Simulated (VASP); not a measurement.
Here is the system:

```yaml
crystal:
  lattice:
    - [0.00000, 2.86000, 2.86000]
    - [2.86000, 0.00000, 2.86000]
    - [2.86000, 2.86000, 0.00000]
  atoms:
    - { symbol: Li, position: [0.25000, 0.25000, 0.25000] }
    - { symbol: Li, position: [0.75000, 0.75000, 0.75000] }
    - { symbol: S, position: [0.00000, 0.00000, 0.00000] }
```

Level of theory: PBE GGA, VASP's PBE PAW potentials (set 64) (plane waves; VASP). Run with 520 eV cut-off, 6×6×6 Γ-centred mesh, Gaussian smearing of 0.050 eV, potentials Li_sv S.

**Question.** Predict the energy per atom (σ→0), band gap (on the k-mesh) with the smallest direct gap where there is one.

**Answer.** 
```
Property                                     Result
-----------------------------------  --------------
band gap (on the k-mesh)                    3.40 eV
smallest direct gap (on the k-mesh)         4.22 eV
energy per atom (σ→0)                -3.999 eV/atom
```

Only differences to runs with the same potentials and settings are physical.

The compound is Li2S in the antifluorite structure. The cell was not relaxed at this level.
